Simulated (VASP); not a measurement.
A convergence study with VASP on ZrC (space group Fm-3m): one setting is varied, all else stays as given below, so the limit is that of these other settings.

```
CELL_PARAMETERS angstrom
      0.00000     2.35705     2.35705
      2.35705     0.00000     2.35705
      2.35705     2.35705     0.00000
ATOMIC_POSITIONS crystal
  Zr 0.00000 0.00000 0.00000
  C  0.50000 0.50000 0.50000
```

Method: PBE GGA, VASP's PBE PAW potentials (set 64) (plane waves; VASP 6.6.1). The tightest run used: 600 eV cut-off, 12×12×12 Γ-centred mesh, Fermi-Dirac smearing of 0.10 eV, potentials Zr_sv C.

Task: The settings run are ENCUT = 200; ENCUT = 240; ENCUT = 280; ENCUT = 340; ENCUT = 480; ENCUT = 600. From which on does the highest Γ mode stay within 5 cm⁻¹ of the tightest run?

Result: From ENCUT = 340 on: it is off by 1.1 there and by no more than 5 in any finer run, while ENCUT = 280 is off by 7.8.
```csv
setting,highest Γ mode (cm⁻¹),plane waves,difference judged (cm⁻¹)
ENCUT = 200,385.2,176,26.9
ENCUT = 240,404.6,229,7.5
ENCUT = 280,404.4,291,7.8
ENCUT = 340,411.1,388,1.1
ENCUT = 480,412.0,642,0.1
ENCUT = 600,412.2,895,0.0
```

Left out are rungs that failed or repeat a setting and relaxations that didn't move; long series are thinned to 24 rows.

The structure is a typed ZrC crystal (space group no. 225). The cell was not relaxed at this level.
